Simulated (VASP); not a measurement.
Write the native input for VASP 6.6.1 that does the following.

```yaml
Task: relaxation of cell and atoms
Functional: LDA
Potentials_or_basis: VASP PAW LDA potentials, release 64 (Ca_sv, Mg)
Cutoff: 600 eV
k_mesh: 8 × 8 × 8
Occupations: methfessel-paxton, width 0.02 eV
Spin: no spin polarisation
Dipole_correction: no
Further_INCAR_settings: ALGO = Normal; EDIFF = 1e-06; IBRION = 2; EDIFFG = -0.03; NSW = 50; ISIF = 3
```

The structure of CaMg lies in POSCAR:

```
CaMg
1.0
    1.8287489600      1.0558287100      5.6528930300
   -1.8287489600      1.0558287100      5.6528930300
    0.0000000000     -2.1116574100      5.6528930300
Ca Mg
1 1
Direct
    0.0000000000      0.0000000000      0.0000000000
    0.4999999989      0.4999999989      0.5000000013
```

The cell comes from a database or a generator and needn't be the stable form of this composition.

One way to write it, as run:

INCAR

```
SYSTEM = CaMg
PREC = Accurate
ENCUT = 600
EDIFF = 1E-6
ISMEAR = 1
SIGMA = 0.02
LREAL = .FALSE.
LASPH = .TRUE.
NELM = 100
ALGO = Normal
ISIF = 3
LWAVE = .FALSE.
LCHARG = .FALSE.
GGA = CA
IBRION = 2
NSW = 50
EDIFFG = -0.03
```

KPOINTS

```
Automatic mesh
0
G
  8 8 8
  0 0 0
```

Potentials or basis: VASP PAW LDA potentials, release 64 (Ca_sv, Mg).

The run is started by

```bash
$ cat potpaw_LDA.64/Ca_sv/POTCAR potpaw_LDA.64/Mg/POTCAR > POTCAR
$ mpirun -np 1 vasp_std > vasp.out
```

It gave:

```json
{
  "Relaxed volume": "29.98 Å³/atom",
  "Relaxed cell": "a = 5.741 Å, b = 5.741 Å, c = 5.741 Å, α = 36.51°, β = 36.51°, γ = 36.51°",
  "Space group after relaxing (to 0.05 Å)": "R-3m (No. 166)",
  "Energy gained by relaxing": "25.1 meV/atom",
  "Ionic steps": "5",
  "Pressure after relaxing": "0.0 GPa",
  "Band gap on the k mesh": "none (metal or under the smearing width)"
}
```

Run time: 2.9 min on 1 thread of Intel(R) Xeon(R) 6975P-C (Granite Rapids), with other jobs on the host, peak memory 0.32 GiB.
